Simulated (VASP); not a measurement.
# MgC2 (P4/nmm) in VASP: notebook, part 2 of 2

VASP 6.6.1.

## (3) Relaxation of the atoms, BLYP

INCAR

```
SYSTEM = MgC2
AGGAC = 1.0
AGGAX = 1.0
ALDAC = 0.0
ALDAX = 1.0
ALGO = Normal
EDIFF = 1E-7
EDIFFG = -0.01
ENCUT = 520
GGA = B5
IBRION = 2
ISIF = 2
ISMEAR = -5
LASPH = .True.
LCHARG = .False.
LREAL = .False.
LWAVE = .False.
NELM = 60
NSW = 40
PREC = Accurate
SIGMA = 0.05
```

KPOINTS

```
k-points
0
Gamma
  7 7 6
  0 0 0
```

POSCAR

```
MgC2
1.0
    3.6885233900      0.0000000000      0.0000000000
    0.0000000000      3.6885233900      0.0000000000
    0.0000000000      0.0000000000      4.2462982200
Mg C
2 4
Cartesian
    0.0000000000      1.8442616950      0.2093129055
    1.8442616950      0.0000000000      4.0369853145
    0.0000000000      0.0000000000      2.6062541528
    0.0000000000      0.0000000000      1.6400440672
    1.8442616950      1.8442616950      1.6400440672
    1.8442616950      1.8442616950      2.6062541528
```

Potentials or basis: VASP PAW PBE potentials, release 64 (Mg, C).

Started as:

```
$ cat potpaw_PBE.64/Mg/POTCAR potpaw_PBE.64/C/POTCAR > POTCAR
$ mpirun -np 1 vasp_std > vasp.out
```

OUTCAR:

```text
SYSTEM = MgC2
   EDIFF = 1E-7
   EDIFFG = -0.01
   ENCUT = 520
   GGA = B5
   IBRION = 2
   ISIF = 2
   ISMEAR = -5
   LASPH = .True.
   LREAL = .False.
   NELM = 60
   NSW = 40
   PREC = Accurate

 ion  position               nearest neighbor table
   1  0.000  0.500  0.049-   4 2.33   5 2.33   4 2.33   5 2.33   3 2.61   3 2.61   6 2.61   6 2.61
                             2 2.64   2 2.64   2 2.64   2 2.64
   2  0.500  0.000  0.951-   3 2.33   6 2.33   6 2.33   3 2.33   5 2.61   5 2.61   4 2.61   4 2.61
                             1 2.64   1 2.64   1 2.64   1 2.64
   3  0.000  0.000  0.614-   4 0.97   2 2.33   2 2.33   1 2.61   1 2.61
   4  0.000  0.000  0.386-   3 0.97   1 2.33   1 2.33   2 2.61   2 2.61
   5  0.500  0.500  0.386-   6 0.97   1 2.33   1 2.33   2 2.61   2 2.61
   6  0.500  0.500  0.614-   5 0.97   2 2.33   2 2.33   1 2.61   1 2.61

 -----------------------------------------------------------------------------
|                                                                             |
|           W    W    AA    RRRRR   N    N  II  N    N   GGGG   !!!           |
|           W    W   A  A   R    R  NN   N  II  NN   N  G    G  !!!           |
|           W    W  A    A  R    R  N N  N  II  N N  N  G       !!!           |
|           W WW W  AAAAAA  RRRRR   N  N N  II  N  N N  G  GGG   !            |
|           WW  WW  A    A  R   R   N   NN  II  N   NN  G    G                |
|           W    W  A    A  R    R  N    N  II  N    N   GGGG   !!!           |
|                                                                             |
|     The distance between some ions is very small. Please check the          |
|     nearest-neighbor list in the OUTCAR file.                               |
|     I HOPE YOU KNOW WHAT YOU ARE DOING!                                     |
|                                                                             |
 -----------------------------------------------------------------------------

  LATTYP: Found a simple tetragonal cell.
 ALAT       =     3.6885233900
 C/A-ratio  =     1.1512190031

  Lattice vectors:

 A1 = (   3.6885233900,   0.0000000000,   0.0000000000)
 A2 = (   0.0000000000,   3.6885233900,   0.0000000000)
 A3 = (   0.0000000000,   0.0000000000,   4.2462982200)

Analysis of symmetry for initial positions (statically):
=====================================================================
 Subroutine PRICEL returns:
 Original cell was already a primitive cell.

 Routine SETGRP: Setting up the symmetry group for a
 simple tetragonal supercell.
[... 294 lines left out ...]
  FREE ENERGIE OF THE ION-ELECTRON SYSTEM (eV)
  ---------------------------------------------------
  free  energy   TOTEN  =       -19.9551545143 eV

  energy  without entropy=      -19.9551545143  energy(sigma->0) =      -19.95515451

[... ionic steps 4 to 22 ...]

--------------------------------------- Ionic step       23  -------------------------------------------

 number of electron      20.0000000 magnetization

------------------------ aborting loop because EDIFF is reached ----------------------------------------
[... 75 lines left out ...]
--------------------------------------- Ionic step       25  -------------------------------------------

 number of electron      20.0000000 magnetization

 Free energy of the ion-electron system (eV)
  ---------------------------------------------------
  ext. energy  EPLUGINS =         0.00000000
  ---------------------------------------------------
  free energy    TOTEN  =       -28.97912269 eV

  energy without entropy =      -28.97912269  energy(sigma->0) =      -28.97912269

 E-fermi :   5.6717     XC(G=0): -10.4253

 val. band max:        5.7651490655   @ k =   0.1429   0.1429   0.1667
 cond. band min:       5.5529843777   @ k =   0.4286   0.2857   0.3333
 fundamental gap:     -0.2121646878
 Fermi energy:         5.6716512407

 k-point     1 :       0.0000    0.0000    0.0000
  band No.  band energies     occupation
      1     -10.0429      2.00000
      2      -6.6562      2.00000
      3      -1.8663      2.00000
      4      -1.6676      2.00000
      5       0.7239      2.00000
      6       0.7239      2.00000
      7       2.2698      2.00000
      8       2.6139      2.00000
      9       5.5933      2.00000
     10       5.5933      1.91130
     11       7.2587      0.00000
     12       7.2587      0.00000
     13      10.6183      0.00000
     14      12.1084      0.00000
[... 377 lines left out ...]
      1      -8.7111      2.00000
      2      -8.0066      2.00000
      3      -2.8724      2.00000
      4      -1.8402      2.00000
      5       1.4141      2.00000
      6       1.5703      2.00000
      7       2.4111      2.00000
      8       3.3912      2.00000
      9       4.2060      2.00000
     10       4.3394      2.00000
     11       7.3934     -0.09866
     12       7.5505      0.00000
     13       8.5024      0.00000
     14       8.6669      0.00000

 [... further k-points ...]

------------------------ aborting loop because EDIFF is reached ----------------------------------------

  FORCE on cell =-STRESS in cart. coord.  units (eV):
  Direction    XX          YY          ZZ          XY          YZ          ZX
  --------------------------------------------------------------------------------------
  -------------------------------------------------------------------------------------
  Total       10.4932598     10.4932598      1.7293055      0.0000000     -0.0000000      0.0000000
  in kB      291.0083374    291.0083374     47.9586255      0.0000000     -0.0000000      0.0000000
  external PRESSURE =     209.9917668 kB  Pullay stress =       0.0000000 kB
[... 21 lines left out ...]
  FREE ENERGIE OF THE ION-ELECTRON SYSTEM (eV)
  ---------------------------------------------------
  free  energy   TOTEN  =       -28.9791226883 eV

  energy  without entropy=      -28.9791226883  energy(sigma->0) =      -28.97912269

 reached required accuracy - stopping structural energy minimisation
```

CONTCAR:

```text
MgC2
   1.00000000000000
     3.6885233899999998    0.0000000000000000    0.0000000000000000
     0.0000000000000000    3.6885233899999998    0.0000000000000000
     0.0000000000000000    0.0000000000000000    4.2462982199999999
  Mg              C
     2     4
Direct
     0.0000000000000000    0.5000000000000000    0.9997220244037331
     0.5000000000000000    0.0000000000000000    0.0002779755962667
     0.0000000000000000    0.0000000000000000    0.3480257468556785
     0.0000000000000000    0.0000000000000000    0.6519742531443214
     0.5000000000000000    0.5000000000000000    0.6519742531443213
     0.5000000000000000    0.5000000000000000    0.3480257468556784

  0.00000000E+00  0.00000000E+00  0.00000000E+00
  0.00000000E+00  0.00000000E+00  0.00000000E+00
  0.00000000E+00  0.00000000E+00  0.00000000E+00
  0.00000000E+00  0.00000000E+00  0.00000000E+00
  0.00000000E+00  0.00000000E+00  0.00000000E+00
  0.00000000E+00  0.00000000E+00  0.00000000E+00
```

It took 11 min on 1 thread of Intel Xeon Platinum 8488C (Sapphire Rapids), shared host; peak memory 0.18 GiB.

Results:

| Item | Value |
| --- | --- |
| Free energy | -28.9791 eV |
| Energy gained by relaxing | 1967.1 meV/atom |
| Ionic steps | 25 |
| Pressure after relaxing | 21.0 GPa |
| Largest force after relaxing | 0.006 eV/Å |
| Band gap on the k mesh | none (metal or under the smearing width) |

Forces in eV/Å, atoms in the order of the input:
```
Mg   0.000  0.000  0.002
Mg   0.000  0.000 -0.002
C    0.000  0.000 -0.006
C    0.000  0.000  0.006
C    0.000  0.000  0.006
C    0.000  0.000 -0.006
```

The path:
```
step  energy change (eV)  largest force (eV/Å)  pressure (GPa)
   1              0.0000               53.2348          116.59
   2             -2.6623                1.1845           41.25
   3             -2.7784                1.2828           38.24
   4             -2.9330                1.3340           36.71
   5             -3.1327                1.5219           34.61
   6             -3.4263                2.1242           30.76
   7             -4.1838                3.3683           23.86
   8             -6.7515                5.8763           11.00
   9            -11.7877                0.1494           21.85
  10            -11.7754                0.9022           19.46
  11            -11.4670                4.3992           33.08
  12            -11.7898                0.1359           21.50
  13            -11.7898                0.1354           21.55
  14            -11.7925                0.1195           21.26
  15            -11.7957                0.1876           20.83
  16            -11.7989                0.4690           20.06
  17            -11.7981                0.3840           20.28
  18            -11.7983                0.3732           20.30
  19            -11.7989                0.3404           20.36
  20            -11.8000                0.2737           20.48
  21            -11.8019                0.1361           20.73
  22            -11.8018                0.1511           21.30
  23            -11.8023                0.0295           21.05
  24            -11.8023                0.0236           21.04
  25            -11.8024                0.0062           21.00
```

Final structure:
```xyz
6
Lattice="3.6885 0.0000 0.0000 0.0000 3.6885 0.0000 0.0000 0.0000 4.2463" Properties=species:S:1:pos:R:3 pbc="T T T"
Mg    0.0000    1.8443    4.2451
Mg    1.8443    0.0000    0.0012
C     0.0000    0.0000    1.4778
C     0.0000    0.0000    2.7685
C     1.8443    1.8443    2.7685
C     1.8443    1.8443    1.4778
```

Levels at points of the mesh, in eV from the Fermi level:
```
           k point  band 7  band 8  band 9  band 10  band 11  band 12  band 13  band 14
(0.00, 0.00, 0.00)   -3.40   -3.06   -0.08    -0.08     1.59     1.59     4.95     6.44
(0.00, 0.00, 0.50)   -3.56   -0.61   -0.16    -0.16     0.06     0.06     5.54     6.14
```

Caveat: the standard files for N, O and F lose accuracy on very short bonds; the PAW data sets were made with another functional, which shifts forces and pressure a little; tetrahedron occupations give inexact forces and stress in metals.

## (4) For comparison

An earlier run on the cell as given: functional PBE; potentials or basis VASP PAW PBE potentials, release 64 (Mg, C); cutoff 520 eV; k mesh 7 × 7 × 6; occupations fermi-dirac, width 0.05 eV; no spin polarisation.

- Pressure: 115.4 GPa
- Largest force: 54.410 eV/Å
- Band gap on the k mesh: none (metal or under the smearing width)

## (5) Overview

```csv
task,level,cell,smearing,gap on the mesh (eV),pressure (GPa),largest force (eV/Å)
relaxation of the atoms,RPBE,atoms relaxed,gaussian 0.05 eV,none,19.6,-
relaxation of the atoms,BLYP,atoms relaxed,tetrahedron,none,21.0,0.01
single point,PBE,as given,fermi-dirac 0.05 eV,none,115.4,54.41
```

Alike in all rows: potentials or basis VASP PAW PBE potentials, release 64 (Mg, C); no spin polarisation; k mesh 7 × 7 × 6; cutoff (eV) 520.

Caveats: the standard files for N, O and F lose accuracy on very short bonds; the PAW data sets were made with another functional, which shifts forces and pressure a little (some runs); tetrahedron occupations give inexact forces and stress in metals (some runs); a pressure of tens of GPa on the cell as given is suspect, and the run, the potentials or the cell itself is likely at fault (some runs); forces of over 1 eV/Å show positions far from the minimum, so gaps and moduli don't describe the material at rest (some runs).

Total energies depend on the potentials used, so only differences within one code and one set of settings carry meaning.
